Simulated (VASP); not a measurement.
Calculation: MS2 meta-GGA, VASP's PBE PAW potentials (set 64) (plane waves; VASP 6.6.1).

Input for VASP

KPOINTS_OPT:
```
k-points along high-symmetry lines
5
Line-mode
Reciprocal
  0.000000   0.000000   0.000000 ! GAMMA
  0.500000   0.500000   0.000000 ! Y

  0.500000   0.500000   0.000000 ! Y
  0.500000   0.500000   0.000000 ! C_0

  0.500000  -0.500000   0.000000 ! SIGMA_0
  0.000000   0.000000   0.000000 ! GAMMA

  0.000000   0.000000   0.000000 ! GAMMA
  0.000000   0.000000   0.500000 ! Z

  0.000000   0.000000   0.500000 ! Z
  0.500000  -0.500000   0.500000 ! A_0

  0.500000   0.500000   0.500000 ! E_0
  0.500000   0.500000   0.500000 ! T

  0.500000   0.500000   0.500000 ! T
  0.500000   0.500000   0.000000 ! Y

  0.000000   0.000000   0.000000 ! GAMMA
  0.500000   0.000000   0.000000 ! S

  0.500000   0.000000   0.000000 ! S
  0.500000   0.000000   0.500000 ! R

  0.500000   0.000000   0.500000 ! R
  0.000000   0.000000   0.500000 ! Z

  0.000000   0.000000   0.500000 ! Z
  0.500000   0.500000   0.500000 ! T
```

**POSCAR**
```
MnO2
1
    4.3853527520     0.0000000000     0.0000000000
   -0.0000000000     4.3853527520     0.0000000000
    0.0000000000     0.0000000000     2.8550474197
Mn O
2 4
Direct
  1.0000000000   1.0000000000   0.0000000000
  0.5000000000   0.5000000000   0.5000000000
  0.3044956079   0.3044956079   1.0000000000
  0.8044956079   0.1955043921   0.5000000000
  0.1955043921   0.8044956079   0.5000000000
  0.6955043921   0.6955043921   0.0000000000
```

KPOINTS:
```
Automatic mesh
0
Gamma
6 6 9
0 0 0
```

INCAR:
```
ALGO = Normal
EDIFF = 1E-7
ENCUT = 520
ISIF = 2
ISMEAR = -5
ISPIN = 2
LASPH = T
LCHARG = F
LEFG = T
LMAXMIX = 4
LMIXTAU = T
LORBIT = 11
LREAL = F
LWAVE = F
MAGMOM = 2.6 -2.6 -0.1 0.1 0.1 -0.1
METAGGA = MS2
NEDOS = 601
NELM = 100
PREC = Accurate
SYSTEM = MnO2
```

POTCAR, in this order: Mn_pv O (PBE.64 set). Program: vasp_std.

Q: Estimate the energy per atom (σ→0), cell moment, band gap (over mesh and band path).

A: 
The energy per atom (σ→0) is -11.019 eV/atom, the cell moment is 0.00 μB and the band gap (over mesh and band path) is 0.48 eV.

OSZICAR:
```
...
DAV:  19    -0.661136674852E+02    0.32956E-06   -0.16518E-07  3312   0.309E-03    0.179E-03
DAV:  20    -0.661136656098E+02    0.18755E-05   -0.12608E-08  3174   0.133E-03    0.336E-04
DAV:  21    -0.661136663443E+02   -0.73450E-06   -0.87115E-09  3108   0.709E-04    0.224E-04
DAV:  22    -0.661136665774E+02   -0.23310E-06   -0.88960E-10  3036   0.335E-04    0.725E-05
DAV:  23    -0.661136665789E+02   -0.15898E-08   -0.25348E-10  3030   0.139E-04
   1 F= -.66113667E+02 E0= -.66113667E+02  d E =0.000000E+00  mag=     0.0000
       N       E                     dE             ncg
       N       E                     dE             ncg
```

The compound is MnO2 in the rutile structure. It was relaxed first.
